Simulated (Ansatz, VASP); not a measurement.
# HfO2 in two plane-wave programs, part 2 of 3

Wanted: the spread between two codes on one cell, functional and k mesh. The cell is taken from a series of runs on this material, whose earlier steps may have relaxed, scaled, displaced or heated it; both programs get it as it stands.

VASP 6.6.1 and Ansatz 0.2.0.

So far: Set-up; VASP: zone-centre phonons, LDA.

**2. VASP: zone-centre phonons, LDA (continued)**

Level of this step: LDA; plane waves and PAW (O, Hf_pv) (VASP).

OUTCAR, selected parts (step 2):

```text
ion  position               nearest neighbor table
   1  0.000  0.500  0.691-   5 2.06   5 2.06   6 2.42   6 2.42
   2  0.500  0.000  0.809-   6 2.06   6 2.06   5 2.42   5 2.42
   3  0.500  0.000  0.309-   5 2.06   5 2.06   6 2.42   6 2.42
   4  0.000  0.500  0.191-   6 2.06   6 2.06   5 2.42   5 2.42
   5  0.500  0.500  0.500-   1 2.06   3 2.06   3 2.06   1 2.06   2 2.42   2 2.42   4 2.42   4 2.42
                             6 3.65   6 3.65   6 3.65   6 3.65   6 3.65   6 3.65   6 3.65   6 3.65
   6  0.000  0.000  0.000-   2 2.06   4 2.06   4 2.06   2 2.06   1 2.42   3 2.42   1 2.42   3 2.42
                             5 3.65   5 3.65   5 3.65   5 3.65   5 3.65   5 3.65   5 3.65   5 3.65

  LATTYP: Found a simple tetragonal cell.
 ALAT       =     3.5889868872
 C/A-ratio  =     1.4643106569

 Subroutine GETGRP returns: Found 16 space group operations
 (whereof  8 operations were pure point group operations)

The static configuration has the point symmetry D_2d.
 The point group associated with its full space group is D_4h.

 Found     60 irreducible k-points:

   k-points           NKPTS =     60   k-points in BZ     NKDIM =     60   number of bands    NBANDS=     28

   dimension x,y,z NGX =    30 NGY =   30 NGZ =   42
   dimension x,y,z NGXF=    60 NGYF=   60 NGZF=   84

   ENCUT  =  600.0 eV  44.10 Ry    6.64 a.u.   7.17  7.17 10.50*2*pi/ulx,y,z

   NELECT =      44.0000    total number of electrons

 k-points in reciprocal lattice and weights: Automatic mesh
   0.00000000  0.00000000  0.00000000       0.003
   0.12500000  0.00000000  0.00000000       0.010
   0.25000000  0.00000000  0.00000000       0.010
   0.37500000  0.00000000  0.00000000       0.010
   0.50000000  0.00000000  0.00000000       0.005
   0.12500000  0.12500000  0.00000000       0.010
   0.25000000  0.12500000  0.00000000       0.021
   0.37500000  0.12500000  0.00000000       0.021
   0.50000000  0.12500000  0.00000000       0.010
[...]
0.50000000  0.37500000  0.50000000       0.010
   0.50000000  0.50000000  0.50000000       0.003

 average (electrostatic) potential at core
       1 -71.2062       2 -71.2062       3 -71.2062       4 -71.2062       5 -37.9799
       6 -37.9799

 Eigenvectors and eigenvalues of the dynamical matrix
 ----------------------------------------------------

   1 f  =   19.247890 THz   120.938062 2PiTHz  642.040514 cm-1    79.602843 meV
             X         Y         Z           dx          dy          dz
      0.000000  1.794493  3.630456     0.702458   -0.000522   -0.000000
      1.794493  0.000000  4.252632    -0.702458    0.000522   -0.000000
      1.794493  0.000000  1.624936     0.027358   -0.013395    0.000000
      0.000000  1.794493  1.002760    -0.027358    0.013395    0.000000
      1.794493  1.794493  2.627696    -0.074982    0.001430    0.000000
      0.000000  0.000000  0.000000     0.074982   -0.001430   -0.000000

   2 f  =   19.247890 THz   120.938062 2PiTHz  642.040514 cm-1    79.602843 meV
             X         Y         Z           dx          dy          dz
      0.000000  1.794493  3.630456    -0.013395   -0.027358    0.000000
      1.794493  0.000000  4.252632     0.013395    0.027358    0.000000
      1.794493  0.000000  1.624936    -0.000522   -0.702458   -0.000000
      0.000000  1.794493  1.002760     0.000522    0.702458   -0.000000
      1.794493  1.794493  2.627696     0.001430    0.074982   -0.000000
      0.000000  0.000000  0.000000    -0.001430   -0.074982    0.000000

   3 f  =   18.442843 THz   115.879799 2PiTHz  615.187019 cm-1    76.273435 meV
             X         Y         Z           dx          dy          dz
      0.000000  1.794493  3.630456     0.000000   -0.000000    0.500000
      1.794493  0.000000  4.252632    -0.000000    0.000000    0.500000
      1.794493  0.000000  1.624936     0.000000    0.000000   -0.500000
      0.000000  1.794493  1.002760    -0.000000   -0.000000   -0.500000
      1.794493  1.794493  2.627696     0.000000    0.000000    0.000000
      0.000000  0.000000  0.000000     0.000000    0.000000    0.000000

   4 f  =   17.017571 THz   106.924552 2PiTHz  567.645069 cm-1    70.378987 meV
             X         Y         Z           dx          dy          dz
      0.000000  1.794493  3.630456    -0.000000    0.000000   -0.486350
      1.794493  0.000000  4.252632     0.000000   -0.000000    0.486350
      1.794493  0.000000  1.624936    -0.000000   -0.000000   -0.486350
      0.000000  1.794493  1.002760    -0.000000    0.000000    0.486350
      1.794493  1.794493  2.627696     0.000000    0.000000    0.164098
      0.000000  0.000000  0.000000     0.000000    0.000000   -0.164098

   5 f  =   13.464145 THz    84.597716 2PiTHz  449.115525 cm-1    55.683203 meV
             X         Y         Z           dx          dy          dz
      0.000000  1.794493  3.630456    -0.664775   -0.013785   -0.000000
      1.794493  0.000000  4.252632    -0.664775   -0.013785   -0.000000
      1.794493  0.000000  1.624936     0.064878    0.141247    0.000000
      0.000000  1.794493  1.002760     0.064878    0.141247    0.000000
      1.794493  1.794493  2.627696     0.179632   -0.038167    0.000000
      0.000000  0.000000  0.000000     0.179632   -0.038167    0.000000

   6 f  =   13.464145 THz    84.597716 2PiTHz  449.115525 cm-1    55.683203 meV
             X         Y         Z           dx          dy          dz
      0.000000  1.794493  3.630456     0.141247   -0.064878   -0.000000
      1.794493  0.000000  4.252632     0.141247   -0.064878   -0.000000
      1.794493  0.000000  1.624936    -0.013785    0.664775    0.000000
      0.000000  1.794493  1.002760    -0.013785    0.664775    0.000000
      1.794493  1.794493  2.627696    -0.038167   -0.179632    0.000000
      0.000000  0.000000  0.000000    -0.038167   -0.179632    0.000000

   7 f  =   12.224112 THz    76.806360 2PiTHz  407.752482 cm-1    50.554842 meV
             X         Y         Z           dx          dy          dz
      0.000000  1.794493  3.630456     0.034817    0.258445   -0.000000
      1.794493  0.000000  4.252632    -0.034817   -0.258445    0.000000
      1.794493  0.000000  1.624936    -0.650102   -0.013841    0.000000
      0.000000  1.794493  1.002760     0.650102    0.013841   -0.000000
      1.794493  1.794493  2.627696     0.088983   -0.035375   -0.000000
      0.000000  0.000000  0.000000    -0.088983    0.035375    0.000000

   8 f  =   12.224112 THz    76.806360 2PiTHz  407.752482 cm-1    50.554842 meV
             X         Y         Z           dx          dy          dz
      0.000000  1.794493  3.630456    -0.013841    0.650102    0.000000
      1.794493  0.000000  4.252632     0.013841   -0.650102    0.000000
      1.794493  0.000000  1.624936     0.258445   -0.034817   -0.000000
      0.000000  1.794493  1.002760    -0.258445    0.034817   -0.000000
      1.794493  1.794493  2.627696    -0.035375   -0.088983    0.000000
      0.000000  0.000000  0.000000     0.035375    0.088983    0.000000

   9 f  =    9.458530 THz    59.429695 2PiTHz  315.502590 cm-1    39.117318 meV
             X         Y         Z           dx          dy          dz
      0.000000  1.794493  3.630456    -0.000000    0.000000    0.500000
      1.794493  0.000000  4.252632    -0.000000   -0.000000   -0.500000
      1.794493  0.000000  1.624936    -0.000000    0.000000   -0.500000
      0.000000  1.794493  1.002760     0.000000    0.000000    0.500000
      1.794493  1.794493  2.627696    -0.000000    0.000000    0.000000
      0.000000  0.000000  0.000000    -0.000000   -0.000000   -0.000000

  10 f  =    9.034937 THz    56.768186 2PiTHz  301.373070 cm-1    37.365482 meV
             X         Y         Z           dx          dy          dz
      0.000000  1.794493  3.630456     0.000000    0.000000   -0.460367
      1.794493  0.000000  4.252632     0.000000   -0.000000   -0.460367
      1.794493  0.000000  1.624936    -0.000000   -0.000000   -0.460367
      0.000000  1.794493  1.002760     0.000000   -0.000000   -0.460367
      1.794493  1.794493  2.627696    -0.000000    0.000000    0.275905
      0.000000  0.000000  0.000000     0.000000   -0.000000    0.275905

  11 f  =    5.966135 THz    37.486334 2PiTHz  199.008852 cm-1    24.673942 meV
             X         Y         Z           dx          dy          dz
      0.000000  1.794493  3.630456     0.000000    0.000000    0.116035
      1.794493  0.000000  4.252632     0.000000   -0.000000   -0.116035
      1.794493  0.000000  1.624936    -0.000000   -0.000000    0.116035
      0.000000  1.794493  1.002760     0.000000   -0.000000   -0.116035
      1.794493  1.794493  2.627696    -0.000000    0.000000    0.687802
      0.000000  0.000000  0.000000     0.000000   -0.000000   -0.687802

  12 f  =    2.609307 THz    16.394760 2PiTHz   87.037114 cm-1    10.791222 meV
             X         Y         Z           dx          dy          dz
      0.000000  1.794493  3.630456     0.030710    0.089218   -0.000000
      1.794493  0.000000  4.252632    -0.030710   -0.089218   -0.000000
      1.794493  0.000000  1.624936     0.043181    0.063452   -0.000000
      0.000000  1.794493  1.002760    -0.043181   -0.063452   -0.000000
      1.794493  1.794493  2.627696     0.303462    0.626991   -0.000000
      0.000000  0.000000  0.000000    -0.303462   -0.626991   -0.000000

  13 f  =    2.609307 THz    16.394760 2PiTHz   87.037114 cm-1    10.791222 meV
             X         Y         Z           dx          dy          dz
      0.000000  1.794493  3.630456     0.063452   -0.043181    0.000000
      1.794493  0.000000  4.252632    -0.063452    0.043181    0.000000
      1.794493  0.000000  1.624936     0.089218   -0.030710    0.000000
      0.000000  1.794493  1.002760    -0.089218    0.030710    0.000000
      1.794493  1.794493  2.627696     0.626991   -0.303462    0.000000
      0.000000  0.000000  0.000000    -0.626991    0.303462    0.000000
    [... 43 further lines ...]
      1.794493  1.794493  2.627696    -0.057391   -0.205824    0.000000
      0.000000  0.000000  0.000000    -0.057391   -0.205824    0.000000

 MACROSCOPIC STATIC DIELECTRIC TENSOR IONIC CONTRIBUTION
 ------------------------------------------------------
          10.182952     0.000000     0.000000
           0.000000    10.182952    -0.000000
           0.000000    -0.000000    12.820015
 ------------------------------------------------------

 ELASTIC MODULI CONTR FROM IONIC RELAXATION (kBar)
 Direction    XX          YY          ZZ          XY          YZ          ZX
 --------------------------------------------------------------------------------
 XX        -887.6980    300.9623   -668.1211      0.0000      0.0000      0.0000
 YY         300.9623   -887.6980   -668.1211      0.0000      0.0000     -0.0000
 ZZ        -668.1211   -668.1211  -1521.5907      0.0000      0.0000     -0.0000
 XY           0.0000      0.0000      0.0000      0.0000      0.0000      0.0000
 YZ           0.0000      0.0000      0.0000      0.0000   -937.7954      0.0000
 ZX           0.0000     -0.0000     -0.0000      0.0000      0.0000   -974.9456
 --------------------------------------------------------------------------------

 PIEZOELECTRIC TENSOR IONIC CONTR  for field in x, y, z        (C/m^2)
          XX          YY          ZZ          XY          YZ          ZX
  --------------------------------------------------------------------------------
  x    -0.00000    -0.00000    -0.00000     0.00000     0.00000    -0.00000
  y    -0.00000    -0.00000    -0.00000     0.00000    -0.00000    -0.00000
  z    -0.00000    -0.00000    -0.00000     0.00000    -0.00000    -0.00000
```

With imaginary modes the cell is no minimum, so the ionic parts of its dielectric, piezoelectric and elastic tensors have no meaning. Harder data sets than Hf_pv exist (the GW ones), and pressures, volumes and forces can shift noticeably with them.

(Continued in part 3 of 3.)

[Lines on the potential files, build, host, timing and source positions are cut from VASP's logs without a mark.]

[Logs are printed without paths, hosts, clocks, repeated set-up lines and the standing remarks that a program may print on its own settings, such as how far it seeks lower states.]

[Hosts, paths, dates, database ids (printed as entryN), source tags and the programs' standing remarks are cut or masked in the printed files.]
